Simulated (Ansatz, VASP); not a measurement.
# ZrCu in VASP and in Ansatz

File INCAR:

```
SYSTEM = ZrCu
PREC     = Accurate       ! precision mode
ENCUT    = 520            ! plane-wave cutoff, eV
EDIFF    = 1E-6           ! SCF threshold, eV
ISMEAR   = -1             ! smearing method
SIGMA    = 0.1            ! smearing width, eV
LREAL    = .FALSE.        ! projectors in reciprocal space
LASPH    = .TRUE.         ! aspherical terms in the spheres
NELM     = 100            ! most SCF steps
ALGO     = Normal         ! electronic algorithm
ISIF     = 2              ! what is computed and relaxed
LWAVE    = .FALSE.        ! write WAVECAR
LCHARG   = .FALSE.        ! write CHGCAR
NBANDS   = 18             ! bands
```

The input KPOINTS:

```
Automatic mesh
0
G
  10 10 10
  0 0 0
```

File POSCAR:

```
ZrCu
1.0
    3.2526642500      0.0000000000      0.0000000000
    0.0000000000      3.2526642500      0.0000000000
    0.0000000000      0.0000000000      3.2526642500
Zr Cu
1 1
Direct
    0.5000000000      0.5000000000      0.5000000000
    0.0000000000      0.0000000000      0.0000000000
```

Input for Ansatz:

```yaml
crystal:
  lattice:
    - [3.25266425, 0.0, 0.0]
    - [0.0, 3.25266425, 0.0]
    - [0.0, 0.0, 3.25266425]
  atoms:
    - { symbol: Zr, position: [0.5, 0.5, 0.5] }
    - { symbol: Cu, position: [0.0, 0.0, 0.0] }
kpoints:
  mp_grid:
    grid: [10, 10, 10]
hamiltonian:
  xc: lda
  pseudopotentials:
    kind: paw
scf:
  occupations:
    method: fermi_dirac
output:
  forces: true
  stress: true
  eigenvalues: true
```

The cell comes from a database or a generator and needn't be the stable form of this composition.

Alike in both runs: task single point; functional LDA; k mesh 10 × 10 × 10; no spin polarisation.

|  | VASP | Ansatz |
| --- | --- | --- |
| version | VASP 6.6.1 | Ansatz 0.2.0 |
| potentials or method | VASP PAW LDA potentials, release 64 (Zr_sv, Cu) | plane waves, PAW |
| plane-wave cutoff (eV) | 520 | 420 |
| occupations | fermi-dirac, width 0.1 eV | fermi-dirac |
| valence electrons in the cell | 23 | 31 |

|  | VASP | Ansatz | Ansatz less VASP |
| --- | --- | --- | --- |
| gap on the k mesh at the Fermi level (eV) | none | none | - |
| pressure (GPa) | -6.4 | -6.9 | -0.41 |

A gap of «none» marks a metal or a gap that the smearing closes. The two sets of potentials don't hold the same shells in valence.
